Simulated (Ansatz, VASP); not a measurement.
## Two plane-wave programs on Ga3Cl2

```xyz
5
Lattice="4.3920 0.0000 0.0000 -2.1960 3.8036 0.0000 0.0000 0.0000 8.7455" Properties=species:S:1:pos:R:3 pbc="T T T"
Ga    0.0000    0.0000    0.0000
Ga    0.0000    2.5357    4.1146
Ga    2.1960    1.2679    4.6310
Cl    0.0000    2.5357    1.6841
Cl    2.1960    1.2679    7.0615
```

Alike in both runs: functional PBE; k mesh 6 × 6 × 4; occupations gaussian, width 0.1 eV; no spin polarisation.

Ansatz relaxed the structure, and its values are those at the end. VASP's run is a single point on that final structure, the one shown.

|  | VASP | Ansatz |
| --- | --- | --- |
| version | VASP 6.6.1 | Ansatz 0.2.0 |
| potentials or method | VASP PAW PBE potentials, release 64 (Ga_d, Cl) | scalar-relativistic, plane waves, PAW |
| plane-wave cutoff (eV) | 520 | 420 |
| valence electrons in the cell | 53 | 53 |

VASP gave:

* gap on the k mesh at the Fermi level (eV): none
* pressure (GPa): 0.0
* rms of the force components (eV/Å): 0.007

Estimate Ansatz's values.

gap on the k mesh at the Fermi level (eV): none; pressure (GPa): 0.0; rms of the force components (eV/Å): 0.003.

A gap of «none» marks a metal or a gap that the smearing closes.

Caveats: an odd number of electrons without spin polarisation forces a metal; a magnetic or distorted state may lie lower.
